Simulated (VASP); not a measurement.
Energy against volume of YN (rock salt). Calculation: vdW-DF2, VASP's PBE PAW potentials (set 64) (plane waves; VASP). Run with 520 eV cut-off, 9×9×9 Γ-centred mesh, Gaussian smearing of 0.050 eV, potentials Y_sv N.

| V (Å³/atom) | E (eV/atom) |
|---|---|
| 14.536 | -6.97257 |
| 14.999 | -6.99479 |
| 15.463 | -7.00187 |
| 15.927 | -6.99603 |

### Question
Fit these four points and predict the energy of the run at 16.391 Å³/atom.

### Answer
A cubic in V^(−2/3), the third-order Birch-Murnaghan form, passes through the four points with V0 = 15.47 Å³/atom and B0 = 148 GPa, and gives -6.9792 eV/atom there. The run gave -6.9791 eV/atom, +0.1 meV/atom from the fit; all five points give B0 = 148 GPa.

The compound is YN in the rock salt structure. It was relaxed first, which changed the volume by +7 %.
